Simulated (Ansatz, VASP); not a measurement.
# Ge (Germanium): VASP beside Ansatz

Aim: how closely do two programs agree when they are given the same cell, functional and k mesh? The cell is taken from a series of runs on this material, whose earlier steps may have relaxed, scaled, displaced or heated it; both programs get it as it stands.

Calculated with Ansatz 0.2.0; plane waves, with VASP 6.6.1 beside it; zone-centre phonons at LDA.

**1. The starting structure**

It takes space group Imma (No. 74, orthorhombic). Conventional cell: a = 3.974 Å, b = 4.094 Å, c = 5.556 Å, α = 90.00°, β = 90.00°, γ = 90.00°. Nearest to Ge lie 4 Ge at 2.44 to 2.46 Å.

**2. VASP: zone-centre phonons, LDA**

Second derivatives magnify differences that forces hide, and they need a tight electronic threshold.

Lines of VASP's logs that name or quote its potential files are left out, and so is its time.

Input file INCAR:

```
SYSTEM = Ge
PREC = Accurate
ENCUT = 500
EDIFF = 1E-08
NELM = 120
ISMEAR = 0
SIGMA = 0.015
LREAL = .FALSE.
ALGO = Normal
GGA = CA
NBANDS = 20
LORBIT = 11
LWAVE = .FALSE.
LCHARG = .FALSE.
ISIF = 2
ISYM = 2
IBRION = 8
LASPH = .TRUE.
GGA_COMPAT = .FALSE.
EFERMI = MIDGAP
KPAR = 2
```

Input file POSCAR:

```
Ge
1.0
    0.0425305827      2.8525343698      2.7780280808
    2.8525343698      0.0425305827      2.7780280808
    2.8950649524      2.8950649524      0.0000000000
Ge
2
Direct
    0.5019231832      0.5019231832      0.4980073645
    0.7480768168      0.7480768168      0.7519926355
```

Input file KPOINTS:

```
Points of the shifted mesh
1728
Reciprocal
 0.0416666667  0.0416666667  0.0416666667 1
 0.0416666667  0.0416666667  0.1250000000 1
 0.0416666667  0.0416666667  0.2083333333 1
 0.0416666667  0.0416666667  0.2916666667 1
 0.0416666667  0.0416666667  0.3750000000 1
 0.0416666667  0.0416666667  0.4583333333 1
 0.0416666667  0.0416666667  0.5416666667 1
 0.0416666667  0.0416666667  0.6250000000 1
 0.0416666667  0.0416666667  0.7083333333 1
 0.0416666667  0.0416666667  0.7916666667 1
 0.0416666667  0.0416666667  0.8750000000 1
 0.0416666667  0.0416666667  0.9583333333 1
 0.0416666667  0.1250000000  0.0416666667 1
 0.0416666667  0.1250000000  0.1250000000 1
 0.0416666667  0.1250000000  0.2083333333 1
 0.0416666667  0.1250000000  0.2916666667 1
 0.0416666667  0.1250000000  0.3750000000 1
 0.0416666667  0.1250000000  0.4583333333 1
 0.0416666667  0.1250000000  0.5416666667 1
 0.0416666667  0.1250000000  0.6250000000 1
 0.0416666667  0.1250000000  0.7083333333 1
 0.0416666667  0.1250000000  0.7916666667 1
 0.0416666667  0.1250000000  0.8750000000 1
 0.0416666667  0.1250000000  0.9583333333 1
 0.0416666667  0.2083333333  0.0416666667 1
 0.0416666667  0.2083333333  0.1250000000 1
 0.0416666667  0.2083333333  0.2083333333 1
 0.0416666667  0.2083333333  0.2916666667 1
 0.0416666667  0.2083333333  0.3750000000 1
 0.0416666667  0.2083333333  0.4583333333 1
 0.0416666667  0.2083333333  0.5416666667 1
 0.0416666667  0.2083333333  0.6250000000 1
 0.0416666667  0.2083333333  0.7083333333 1
 0.0416666667  0.2083333333  0.7916666667 1
 0.0416666667  0.2083333333  0.8750000000 1
 0.0416666667  0.2083333333  0.9583333333 1
 0.0416666667  0.2916666667  0.0416666667 1
 0.0416666667  0.2916666667  0.1250000000 1
 0.0416666667  0.2916666667  0.2083333333 1
 0.0416666667  0.2916666667  0.2916666667 1
 0.0416666667  0.2916666667  0.3750000000 1
 0.0416666667  0.2916666667  0.4583333333 1
 0.0416666667  0.2916666667  0.5416666667 1
 0.0416666667  0.2916666667  0.6250000000 1
 0.0416666667  0.2916666667  0.7083333333 1
 0.0416666667  0.2916666667  0.7916666667 1
 0.0416666667  0.2916666667  0.8750000000 1
 0.0416666667  0.2916666667  0.9583333333 1
 0.0416666667  0.3750000000  0.0416666667 1
 0.0416666667  0.3750000000  0.1250000000 1
 0.0416666667  0.3750000000  0.2083333333 1
 0.0416666667  0.3750000000  0.2916666667 1
 0.0416666667  0.3750000000  0.3750000000 1
 0.0416666667  0.3750000000  0.4583333333 1
 0.0416666667  0.3750000000  0.5416666667 1
 0.0416666667  0.3750000000  0.6250000000 1
 0.0416666667  0.3750000000  0.7083333333 1
 0.0416666667  0.3750000000  0.7916666667 1
 0.0416666667  0.3750000000  0.8750000000 1
 0.0416666667  0.3750000000  0.9583333333 1
 0.0416666667  0.4583333333  0.0416666667 1
 0.0416666667  0.4583333333  0.1250000000 1
 0.0416666667  0.4583333333  0.2083333333 1
 0.0416666667  0.4583333333  0.2916666667 1
 0.0416666667  0.4583333333  0.3750000000 1
 0.0416666667  0.4583333333  0.4583333333 1
 0.0416666667  0.4583333333  0.5416666667 1
 0.0416666667  0.4583333333  0.6250000000 1
 0.0416666667  0.4583333333  0.7083333333 1
 0.0416666667  0.4583333333  0.7916666667 1
 0.0416666667  0.4583333333  0.8750000000 1
 0.0416666667  0.4583333333  0.9583333333 1
 0.0416666667  0.5416666667  0.0416666667 1
 0.0416666667  0.5416666667  0.1250000000 1
 0.0416666667  0.5416666667  0.2083333333 1
 0.0416666667  0.5416666667  0.2916666667 1
 0.0416666667  0.5416666667  0.3750000000 1
 0.0416666667  0.5416666667  0.4583333333 1
 0.0416666667  0.5416666667  0.5416666667 1
 0.0416666667  0.5416666667  0.6250000000 1
 0.0416666667  0.5416666667  0.7083333333 1
 0.0416666667  0.5416666667  0.7916666667 1
 0.0416666667  0.5416666667  0.8750000000 1
 0.0416666667  0.5416666667  0.9583333333 1
 0.0416666667  0.6250000000  0.0416666667 1
 0.0416666667  0.6250000000  0.1250000000 1
 0.0416666667  0.6250000000  0.2083333333 1
 0.0416666667  0.6250000000  0.2916666667 1
 0.0416666667  0.6250000000  0.3750000000 1
 0.0416666667  0.6250000000  0.4583333333 1
 0.0416666667  0.6250000000  0.5416666667 1
 0.0416666667  0.6250000000  0.6250000000 1
 0.0416666667  0.6250000000  0.7083333333 1
 0.0416666667  0.6250000000  0.7916666667 1
 0.0416666667  0.6250000000  0.8750000000 1
 0.0416666667  0.6250000000  0.9583333333 1
 0.0416666667  0.7083333333  0.0416666667 1
 0.0416666667  0.7083333333  0.1250000000 1
 0.0416666667  0.7083333333  0.2083333333 1
 0.0416666667  0.7083333333  0.2916666667 1
 0.0416666667  0.7083333333  0.3750000000 1
 0.0416666667  0.7083333333  0.4583333333 1
 0.0416666667  0.7083333333  0.5416666667 1
 0.0416666667  0.7083333333  0.6250000000 1
 0.0416666667  0.7083333333  0.7083333333 1
 0.0416666667  0.7083333333  0.7916666667 1
 0.0416666667  0.7083333333  0.8750000000 1
 0.0416666667  0.7083333333  0.9583333333 1
 0.0416666667  0.7916666667  0.0416666667 1
 0.0416666667  0.7916666667  0.1250000000 1
 0.0416666667  0.7916666667  0.2083333333 1
 0.0416666667  0.7916666667  0.2916666667 1
[... 1390 lines left out ...]
 0.8750000000  0.4583333333  0.1250000000 1
 0.8750000000  0.4583333333  0.2083333333 1
 0.8750000000  0.4583333333  0.2916666667 1
 0.8750000000  0.4583333333  0.3750000000 1
 0.8750000000  0.4583333333  0.4583333333 1
 0.8750000000  0.4583333333  0.5416666667 1
 0.8750000000  0.4583333333  0.6250000000 1
 0.8750000000  0.4583333333  0.7083333333 1
 0.8750000000  0.4583333333  0.7916666667 1
 0.8750000000  0.4583333333  0.8750000000 1
 0.8750000000  0.4583333333  0.9583333333 1
 0.8750000000  0.5416666667  0.0416666667 1
 0.8750000000  0.5416666667  0.1250000000 1
 0.8750000000  0.5416666667  0.2083333333 1
 0.8750000000  0.5416666667  0.2916666667 1
 0.8750000000  0.5416666667  0.3750000000 1
 0.8750000000  0.5416666667  0.4583333333 1
 0.8750000000  0.5416666667  0.5416666667 1
 0.8750000000  0.5416666667  0.6250000000 1
 0.8750000000  0.5416666667  0.7083333333 1
 0.8750000000  0.5416666667  0.7916666667 1
 0.8750000000  0.5416666667  0.8750000000 1
 0.8750000000  0.5416666667  0.9583333333 1
 0.8750000000  0.6250000000  0.0416666667 1
 0.8750000000  0.6250000000  0.1250000000 1
 0.8750000000  0.6250000000  0.2083333333 1
 0.8750000000  0.6250000000  0.2916666667 1
 0.8750000000  0.6250000000  0.3750000000 1
 0.8750000000  0.6250000000  0.4583333333 1
 0.8750000000  0.6250000000  0.5416666667 1
 0.8750000000  0.6250000000  0.6250000000 1
 0.8750000000  0.6250000000  0.7083333333 1
 0.8750000000  0.6250000000  0.7916666667 1
 0.8750000000  0.6250000000  0.8750000000 1
 0.8750000000  0.6250000000  0.9583333333 1
 0.8750000000  0.7083333333  0.0416666667 1
 0.8750000000  0.7083333333  0.1250000000 1
 0.8750000000  0.7083333333  0.2083333333 1
 0.8750000000  0.7083333333  0.2916666667 1
 0.8750000000  0.7083333333  0.3750000000 1
 0.8750000000  0.7083333333  0.4583333333 1
 0.8750000000  0.7083333333  0.5416666667 1
 0.8750000000  0.7083333333  0.6250000000 1
 0.8750000000  0.7083333333  0.7083333333 1
 0.8750000000  0.7083333333  0.7916666667 1
 0.8750000000  0.7083333333  0.8750000000 1
 0.8750000000  0.7083333333  0.9583333333 1
 0.8750000000  0.7916666667  0.0416666667 1
 0.8750000000  0.7916666667  0.1250000000 1
 0.8750000000  0.7916666667  0.2083333333 1
 0.8750000000  0.7916666667  0.2916666667 1
 0.8750000000  0.7916666667  0.3750000000 1
 0.8750000000  0.7916666667  0.4583333333 1
 0.8750000000  0.7916666667  0.5416666667 1
 0.8750000000  0.7916666667  0.6250000000 1
 0.8750000000  0.7916666667  0.7083333333 1
 0.8750000000  0.7916666667  0.7916666667 1
 0.8750000000  0.7916666667  0.8750000000 1
 0.8750000000  0.7916666667  0.9583333333 1
 0.8750000000  0.8750000000  0.0416666667 1
 0.8750000000  0.8750000000  0.1250000000 1
 0.8750000000  0.8750000000  0.2083333333 1
 0.8750000000  0.8750000000  0.2916666667 1
 0.8750000000  0.8750000000  0.3750000000 1
 0.8750000000  0.8750000000  0.4583333333 1
 0.8750000000  0.8750000000  0.5416666667 1
 0.8750000000  0.8750000000  0.6250000000 1
 0.8750000000  0.8750000000  0.7083333333 1
 0.8750000000  0.8750000000  0.7916666667 1
 0.8750000000  0.8750000000  0.8750000000 1
 0.8750000000  0.8750000000  0.9583333333 1
 0.8750000000  0.9583333333  0.0416666667 1
 0.8750000000  0.9583333333  0.1250000000 1
 0.8750000000  0.9583333333  0.2083333333 1
 0.8750000000  0.9583333333  0.2916666667 1
 0.8750000000  0.9583333333  0.3750000000 1
 0.8750000000  0.9583333333  0.4583333333 1
 0.8750000000  0.9583333333  0.5416666667 1
 0.8750000000  0.9583333333  0.6250000000 1
 0.8750000000  0.9583333333  0.7083333333 1
 0.8750000000  0.9583333333  0.7916666667 1
 0.8750000000  0.9583333333  0.8750000000 1
 0.8750000000  0.9583333333  0.9583333333 1
 0.9583333333  0.0416666667  0.0416666667 1
 0.9583333333  0.0416666667  0.1250000000 1
 0.9583333333  0.0416666667  0.2083333333 1
 0.9583333333  0.0416666667  0.2916666667 1
 0.9583333333  0.0416666667  0.3750000000 1
 0.9583333333  0.0416666667  0.4583333333 1
 0.9583333333  0.0416666667  0.5416666667 1
 0.9583333333  0.0416666667  0.6250000000 1
 0.9583333333  0.0416666667  0.7083333333 1
 0.9583333333  0.0416666667  0.7916666667 1
 0.9583333333  0.0416666667  0.8750000000 1
 0.9583333333  0.0416666667  0.9583333333 1
 0.9583333333  0.1250000000  0.0416666667 1
 0.9583333333  0.1250000000  0.1250000000 1
 0.9583333333  0.1250000000  0.2083333333 1
 0.9583333333  0.1250000000  0.2916666667 1
 0.9583333333  0.1250000000  0.3750000000 1
 0.9583333333  0.1250000000  0.4583333333 1
 0.9583333333  0.1250000000  0.5416666667 1
 0.9583333333  0.1250000000  0.6250000000 1
 0.9583333333  0.1250000000  0.7083333333 1
 0.9583333333  0.1250000000  0.7916666667 1
 0.9583333333  0.1250000000  0.8750000000 1
 0.9583333333  0.1250000000  0.9583333333 1
 0.9583333333  0.2083333333  0.0416666667 1
 0.9583333333  0.2083333333  0.1250000000 1
 0.9583333333  0.2083333333  0.2083333333 1
 0.9583333333  0.2083333333  0.2916666667 1
 0.9583333333  0.2083333333  0.3750000000 1
 0.9583333333  0.2083333333  0.4583333333 1
 0.9583333333  0.2083333333  0.5416666667 1
 0.9583333333  0.2083333333  0.6250000000 1
 0.9583333333  0.2083333333  0.7083333333 1
 0.9583333333  0.2083333333  0.7916666667 1
 0.9583333333  0.2083333333  0.8750000000 1
 0.9583333333  0.2083333333  0.9583333333 1
 0.9583333333  0.2916666667  0.0416666667 1
 0.9583333333  0.2916666667  0.1250000000 1
 0.9583333333  0.2916666667  0.2083333333 1
 0.9583333333  0.2916666667  0.2916666667 1
 0.9583333333  0.2916666667  0.3750000000 1
 0.9583333333  0.2916666667  0.4583333333 1
 0.9583333333  0.2916666667  0.5416666667 1
 0.9583333333  0.2916666667  0.6250000000 1
 0.9583333333  0.2916666667  0.7083333333 1
 0.9583333333  0.2916666667  0.7916666667 1
 0.9583333333  0.2916666667  0.8750000000 1
 0.9583333333  0.2916666667  0.9583333333 1
 0.9583333333  0.3750000000  0.0416666667 1
 0.9583333333  0.3750000000  0.1250000000 1
 0.9583333333  0.3750000000  0.2083333333 1
 0.9583333333  0.3750000000  0.2916666667 1
 0.9583333333  0.3750000000  0.3750000000 1
 0.9583333333  0.3750000000  0.4583333333 1
 0.9583333333  0.3750000000  0.5416666667 1
 0.9583333333  0.3750000000  0.6250000000 1
 0.9583333333  0.3750000000  0.7083333333 1
 0.9583333333  0.3750000000  0.7916666667 1
 0.9583333333  0.3750000000  0.8750000000 1
 0.9583333333  0.3750000000  0.9583333333 1
 0.9583333333  0.4583333333  0.0416666667 1
 0.9583333333  0.4583333333  0.1250000000 1
 0.9583333333  0.4583333333  0.2083333333 1
 0.9583333333  0.4583333333  0.2916666667 1
 0.9583333333  0.4583333333  0.3750000000 1
 0.9583333333  0.4583333333  0.4583333333 1
 0.9583333333  0.4583333333  0.5416666667 1
 0.9583333333  0.4583333333  0.6250000000 1
 0.9583333333  0.4583333333  0.7083333333 1
 0.9583333333  0.4583333333  0.7916666667 1
 0.9583333333  0.4583333333  0.8750000000 1
 0.9583333333  0.4583333333  0.9583333333 1
 0.9583333333  0.5416666667  0.0416666667 1
 0.9583333333  0.5416666667  0.1250000000 1
 0.9583333333  0.5416666667  0.2083333333 1
 0.9583333333  0.5416666667  0.2916666667 1
 0.9583333333  0.5416666667  0.3750000000 1
 0.9583333333  0.5416666667  0.4583333333 1
 0.9583333333  0.5416666667  0.5416666667 1
 0.9583333333  0.5416666667  0.6250000000 1
 0.9583333333  0.5416666667  0.7083333333 1
 0.9583333333  0.5416666667  0.7916666667 1
 0.9583333333  0.5416666667  0.8750000000 1
 0.9583333333  0.5416666667  0.9583333333 1
 0.9583333333  0.6250000000  0.0416666667 1
 0.9583333333  0.6250000000  0.1250000000 1
 0.9583333333  0.6250000000  0.2083333333 1
 0.9583333333  0.6250000000  0.2916666667 1
 0.9583333333  0.6250000000  0.3750000000 1
 0.9583333333  0.6250000000  0.4583333333 1
 0.9583333333  0.6250000000  0.5416666667 1
 0.9583333333  0.6250000000  0.6250000000 1
 0.9583333333  0.6250000000  0.7083333333 1
 0.9583333333  0.6250000000  0.7916666667 1
 0.9583333333  0.6250000000  0.8750000000 1
 0.9583333333  0.6250000000  0.9583333333 1
 0.9583333333  0.7083333333  0.0416666667 1
 0.9583333333  0.7083333333  0.1250000000 1
 0.9583333333  0.7083333333  0.2083333333 1
 0.9583333333  0.7083333333  0.2916666667 1
 0.9583333333  0.7083333333  0.3750000000 1
 0.9583333333  0.7083333333  0.4583333333 1
 0.9583333333  0.7083333333  0.5416666667 1
 0.9583333333  0.7083333333  0.6250000000 1
 0.9583333333  0.7083333333  0.7083333333 1
 0.9583333333  0.7083333333  0.7916666667 1
 0.9583333333  0.7083333333  0.8750000000 1
 0.9583333333  0.7083333333  0.9583333333 1
 0.9583333333  0.7916666667  0.0416666667 1
 0.9583333333  0.7916666667  0.1250000000 1
 0.9583333333  0.7916666667  0.2083333333 1
 0.9583333333  0.7916666667  0.2916666667 1
 0.9583333333  0.7916666667  0.3750000000 1
 0.9583333333  0.7916666667  0.4583333333 1
 0.9583333333  0.7916666667  0.5416666667 1
 0.9583333333  0.7916666667  0.6250000000 1
 0.9583333333  0.7916666667  0.7083333333 1
 0.9583333333  0.7916666667  0.7916666667 1
 0.9583333333  0.7916666667  0.8750000000 1
 0.9583333333  0.7916666667  0.9583333333 1
 0.9583333333  0.8750000000  0.0416666667 1
 0.9583333333  0.8750000000  0.1250000000 1
 0.9583333333  0.8750000000  0.2083333333 1
 0.9583333333  0.8750000000  0.2916666667 1
 0.9583333333  0.8750000000  0.3750000000 1
 0.9583333333  0.8750000000  0.4583333333 1
 0.9583333333  0.8750000000  0.5416666667 1
 0.9583333333  0.8750000000  0.6250000000 1
 0.9583333333  0.8750000000  0.7083333333 1
 0.9583333333  0.8750000000  0.7916666667 1
 0.9583333333  0.8750000000  0.8750000000 1
 0.9583333333  0.8750000000  0.9583333333 1
 0.9583333333  0.9583333333  0.0416666667 1
 0.9583333333  0.9583333333  0.1250000000 1
 0.9583333333  0.9583333333  0.2083333333 1
 0.9583333333  0.9583333333  0.2916666667 1
 0.9583333333  0.9583333333  0.3750000000 1
 0.9583333333  0.9583333333  0.4583333333 1
 0.9583333333  0.9583333333  0.5416666667 1
 0.9583333333  0.9583333333  0.6250000000 1
 0.9583333333  0.9583333333  0.7083333333 1
 0.9583333333  0.9583333333  0.7916666667 1
 0.9583333333  0.9583333333  0.8750000000 1
 0.9583333333  0.9583333333  0.9583333333 1
```

PAW data sets: Ge_d (LDA family, release 64).

On the command line:

```console
$ mpirun -np 2 vasp_std
```

Numbers of over 12 decimals in the logs are rounded to 6 here.

The log of the run:

```text
[banner, memory and clock lines left out]
running    2 mpi-ranks, on    1 nodes
 distrk:  each k-point on    1 cores,    2 groups
 distr:  one band on    1 cores,    1 groups

 POSCAR found type information on POSCAR Ge
 POSCAR found :  1 types and       2 ions
 LDA part: xc-table for (Slater(with rela. corr.)+CA(PZ))
 , standard interpolation
 POSCAR, INCAR and KPOINTS ok, starting setup
 FFT: planning ... GRIDC
 FFT: planning ... GRID_SOFT
 FFT: planning ... GRID
 WAVECAR not read
 entering main loop
       N       E                     dE             d eps       ncg     rms          rms(c)
DAV:   1     0.183498256791E+03    0.18350E+03   -0.14765E+04 74220   0.369E+03
DAV:   2     0.150381714776E+02   -0.16846E+03   -0.16402E+03 69252   0.584E+02
DAV:   3    -0.975075570797E+01   -0.24789E+02   -0.24611E+02 78060   0.144E+02
DAV:   4    -0.105399458343E+02   -0.78919E+00   -0.78868E+00 77712   0.302E+01
DAV:   5    -0.105528003563E+02   -0.12855E-01   -0.12854E-01 77268   0.419E+00    0.328E+00
DAV:   6    -0.104357542870E+02    0.11705E+00   -0.38570E-02 76908   0.172E+00    0.188E+00
DAV:   7    -0.103770146829E+02    0.58740E-01   -0.77597E-02 72712   0.211E+00    0.141E-01
DAV:   8    -0.103776831039E+02   -0.66842E-03   -0.58821E-03 78500   0.897E-01    0.482E-02
DAV:   9    -0.103777182177E+02   -0.35114E-04   -0.11025E-04 80784   0.117E-01    0.156E-02
DAV:  10    -0.103777160706E+02    0.21472E-05   -0.11821E-05 93772   0.489E-02    0.445E-03
DAV:  11    -0.103777159513E+02    0.11929E-06   -0.15360E-06 74140   0.908E-03    0.127E-03
DAV:  12    -0.103777159430E+02    0.82509E-08   -0.16290E-07 77352   0.345E-03    0.549E-04
DAV:  13    -0.103777159409E+02    0.21628E-08   -0.12029E-08 57220   0.122E-03
   1 F= -.10377716E+02 E0= -.10377716E+02  d E =-.402868E-16
 Linear response reoptimize wavefunctions to high precision
DAV:   1    -0.103777159412E+02   -0.36562E-09   -0.19986E-09 52332   0.472E-04
DAV:   2    -0.103777159413E+02   -0.29104E-10   -0.27070E-10 39816   0.201E-04
 Linear response DOF=           2
 Linear response progress:
  Degree of freedom:   1/  2
       N       E                     dE             d eps       ncg     rms          rms(c)
RMM:   1    -0.188280017614E+00   -0.18828E+00    0.84216E+00 84747   0.446E+01
RMM:   2    -0.195723048272E+00   -0.74430E-02   -0.13235E-02111589   0.109E+00    0.743E-02
RMM:   3    -0.195766803896E+00   -0.43756E-04   -0.95511E-04118494   0.322E-01    0.426E-02
RMM:   4    -0.195699562459E+00    0.67241E-04   -0.65747E-05126447   0.833E-02    0.486E-03
RMM:   5    -0.195705793958E+00   -0.62315E-05   -0.46934E-06122244   0.195E-02    0.239E-03
RMM:   6    -0.195716914256E+00   -0.11120E-04   -0.24267E-07123603   0.536E-03    0.318E-04
RMM:   7    -0.195716150397E+00    0.76386E-06   -0.55112E-08127834   0.181E-03    0.212E-04
RMM:   8    -0.195715785599E+00    0.36480E-06   -0.14516E-08129418   0.624E-04    0.437E-05
RMM:   9    -0.195715623797E+00    0.16180E-06    0.97347E-09129355   0.283E-04    0.186E-05
RMM:  10    -0.195715752557E+00   -0.12876E-06   -0.55749E-09129774   0.133E-04    0.601E-06
RMM:  11    -0.195715761028E+00   -0.84719E-08   -0.15733E-08132479   0.736E-05    0.343E-06
 first order change of Fermi-energy  -0.12017E+00
 force on displaced ion       1 direction 1 : -11.169   0.377  -0.002
 Linear response progress:
  Degree of freedom:   2/  2
       N       E                     dE             d eps       ncg     rms          rms(c)
RMM:   1    -0.188009042489E+00   -0.18801E+00    0.85678E+00 84422   0.449E+01
RMM:   2    -0.195507755080E+00   -0.74987E-02   -0.13691E-02112378   0.110E+00    0.728E-02
RMM:   3    -0.195540431942E+00   -0.32677E-04   -0.91172E-04118436   0.312E-01    0.417E-02
RMM:   4    -0.195470607565E+00    0.69824E-04   -0.66125E-05126738   0.827E-02    0.502E-03
RMM:   5    -0.195476829925E+00   -0.62224E-05   -0.43703E-06121808   0.192E-02    0.231E-03
RMM:   6    -0.195486881861E+00   -0.10052E-04   -0.26908E-07123914   0.536E-03    0.380E-04
RMM:   7    -0.195486807098E+00    0.74763E-07   -0.50632E-08127587   0.171E-03    0.217E-04
RMM:   8    -0.195486631500E+00    0.17560E-06   -0.67002E-09128883   0.594E-04    0.438E-05
RMM:   9    -0.195486449339E+00    0.18216E-06   -0.90742E-09117415   0.275E-04    0.154E-05
RMM:  10    -0.195486527600E+00   -0.78261E-07   -0.91018E-09128467   0.133E-04    0.697E-06
RMM:  11    -0.195486541367E+00   -0.13768E-07   -0.17524E-08132154   0.708E-05    0.356E-06
RMM:  12    -0.195486569232E+00   -0.27865E-07   -0.80862E-09138951   0.454E-05    0.129E-06
RMM:  13    -0.195486574607E+00   -0.53742E-08    0.55890E-10129681   0.339E-05    0.511E-07
 first order change of Fermi-energy   0.15543E+01
 force on displaced ion       1 direction 3 :  -0.002  -0.002 -11.112
 Linear response finished
```

(Part 1 of 2 ends here.)

[Lines on the potential files, build, host, timing and source positions are cut from VASP's logs without a mark.]

[Logs are printed without paths, hosts, clocks, repeated set-up lines and the standing remarks that a program may print on its own settings, such as how far it seeks lower states.]

[Hosts, paths, dates, database ids (printed as entryN), source tags and the programs' standing remarks are cut or masked in the printed files.]
